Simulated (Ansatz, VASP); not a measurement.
One calculation of Ta3AsAu2O13, two programs

File INCAR:

```
  PREC = Accurate
  ENCUT = 520
  EDIFF = 1E-7
  ISMEAR = -1
  SIGMA = 0.05
  LREAL = F
  LASPH = T
  NELM = 100
  ALGO = Normal
  ISIF = 2
  LWAVE = F
  LCHARG = F
  GGA = PE
  LORBIT = 10
  KPAR = 4
```

Contents of KPOINTS:

```
Automatic mesh
0
Gamma
  6 6 3
```

The input POSCAR:

```
Ta3AsAu2O13
1.0
    5.4520400000      0.0000000000      0.0000000000
   -2.7260200000      4.7216100000      0.0000000000
    0.0000000000      0.0000000000      9.5790200000
Ta As Au O
3 1 2 13
Direct
    0.0000000000      0.0000000000      0.1940800000
    0.0000000000      0.0000000000      0.8059200000
    0.6666700000      0.3333300000      0.0000000000
    0.0000000000      0.0000000000      0.5000000000
    0.3333300000      0.6666700000      0.2742800000
    0.3333300000      0.6666700000      0.7257200000
    0.0000000000      0.0000000000      0.0000000000
    0.2394700000      0.9712900000      0.3640200000
    0.0287100000      0.2681800000      0.3640200000
    0.7318200000      0.7605300000      0.3640200000
    0.2394700000      0.9712900000      0.6359800000
    0.0287100000      0.2681800000      0.6359800000
    0.7318200000      0.7605300000      0.6359800000
    0.3845200000      0.3342500000      0.8584400000
    0.6657500000      0.0502600000      0.8584400000
    0.9497400000      0.6154800000      0.8584400000
    0.3845200000      0.3342500000      0.1415600000
    0.6657500000      0.0502600000      0.1415600000
    0.9497400000      0.6154800000      0.1415600000
```

Contents of input.yaml:

```yaml
crystal:
  lattice:
    - [5.45204, 0.0, 0.0]
    - [-2.72602, 4.72161, 0.0]
    - [0.0, 0.0, 9.57902]
  atoms:
    - { symbol: Ta, position: [0.0, 0.0, 0.19408] }
    - { symbol: Ta, position: [0.0, 0.0, 0.80592] }
    - { symbol: Ta, position: [0.66667, 0.33333, 0.0] }
    - { symbol: As, position: [0.0, 0.0, 0.5] }
    - { symbol: Au, position: [0.33333, 0.66667, 0.27428] }
    - { symbol: Au, position: [0.33333, 0.66667, 0.72572] }
    - { symbol: O, position: [0.0, 0.0, 0.0] }
    - { symbol: O, position: [0.23947, 0.97129, 0.36402] }
    - { symbol: O, position: [0.02871, 0.26818, 0.36402] }
    - { symbol: O, position: [0.73182, 0.76053, 0.36402] }
    - { symbol: O, position: [0.23947, 0.97129, 0.63598] }
    - { symbol: O, position: [0.02871, 0.26818, 0.63598] }
    - { symbol: O, position: [0.73182, 0.76053, 0.63598] }
    - { symbol: O, position: [0.38452, 0.33425, 0.85844] }
    - { symbol: O, position: [0.66575, 0.05026, 0.85844] }
    - { symbol: O, position: [0.94974, 0.61548, 0.85844] }
    - { symbol: O, position: [0.38452, 0.33425, 0.14156] }
    - { symbol: O, position: [0.66575, 0.05026, 0.14156] }
    - { symbol: O, position: [0.94974, 0.61548, 0.14156] }
hamiltonian:
  xc: pbe
  pseudopotentials: { kind: paw, azcp: { folder: soft_1 } }
kpoints:
  mp_grid: { grid: [6, 6, 3] }
scf:
  occupations: { method: fermi_dirac, width: 0.05 }
output:
  forces: true
  stress: true
  eigenvalues: true
  bader: true
  populations: true
```

The cell was built by a generator and needn't be a form met in nature.

Alike in both runs: task atomic charges; functional PBE; k mesh 6 × 6 × 3; occupations fermi-dirac, width 0.05 eV; no spin polarisation.

|  | VASP | Ansatz |
| --- | --- | --- |
| version | VASP 6.6.1 | Ansatz 0.2.0 |
| potentials or method | VASP PAW PBE potentials, release 64 (Ta_pv, As, Au, O) | Ansatz PAW soft_1 |
| plane-wave cutoff (eV) | 520 | 420 |
| valence electrons in the cell | 138 | 170 |

|  | VASP | Ansatz | Ansatz less VASP |
| --- | --- | --- | --- |
| gap on the k mesh at the Fermi level (eV) | none | none | - |
| pressure (GPa) | 0.4 | -0.3 | -0.65 |
| largest component of the traceless stress (GPa) | 0.37 | 0.00 | -0.367 |
| rms of the force components (eV/Å) | 0.097 | 0.079 | -0.0186 |

Atom by atom the forces differ by 0.030 eV/Å (rms over components). A gap of «none» marks a metal or a gap that the smearing closes. The two sets of potentials don't hold the same shells in valence.

Caveats: the pressure holds a Pulay correction of +0.4 GPa for the finite cutoff (Ansatz). The runs have no spin-orbit coupling, so splittings on Au, Ta are missing.
